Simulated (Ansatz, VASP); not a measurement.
**Ta2Ru3 in VASP and in Ansatz**

```
CELL_PARAMETERS angstrom
2.79842 0.00000 0.00000
-1.39921 2.42350 0.00000
0.00000 0.00000 23.10663
ATOMIC_POSITIONS crystal
Ta 0.33333 0.66667 0.00000
Ta 0.66667 0.33333 0.11387
Ta 0.66667 0.33333 0.50000
Ta 0.66667 0.33333 0.88613
Ru 0.33333 0.66667 0.21593
Ru 0.33333 0.66667 0.39763
Ru 0.33333 0.66667 0.60237
Ru 0.33333 0.66667 0.78407
Ru 0.66667 0.33333 0.30709
Ru 0.66667 0.33333 0.69291
```

Alike in both runs: functional PBE; k mesh 6 × 6 × 1; occupations gaussian, width 0.1 eV; no spin polarisation.

Ansatz relaxed the structure, and its values are those at the end. VASP's run is a single point on that final structure, the one shown.

|  | VASP | Ansatz |
| --- | --- | --- |
| version | VASP 6.6.1 | Ansatz 0.2.0 |
| potentials or method | VASP PAW PBE potentials, release 64 (Ta_pv, Ru_pv) | scalar-relativistic, plane waves, PAW |
| plane-wave cutoff (eV) | 520 | 420 |
| valence electrons in the cell | 128 | 148 |

```csv
,VASP,Ansatz,Ansatz less VASP
gap on the k mesh at the Fermi level (eV),none,none,-
pressure (GPa),0.1,0.1,-0.04
rms of the force components (eV/Å),0.007,0.004,-0.0027
```

A gap of «none» marks a metal or a gap that the smearing closes. The two sets of potentials don't hold the same shells in valence.

Caveats: the k mesh is coarse (spacing up to 0.43 Å⁻¹), so the values aren't converged. The runs have no spin-orbit coupling, so splittings on Ta are missing.
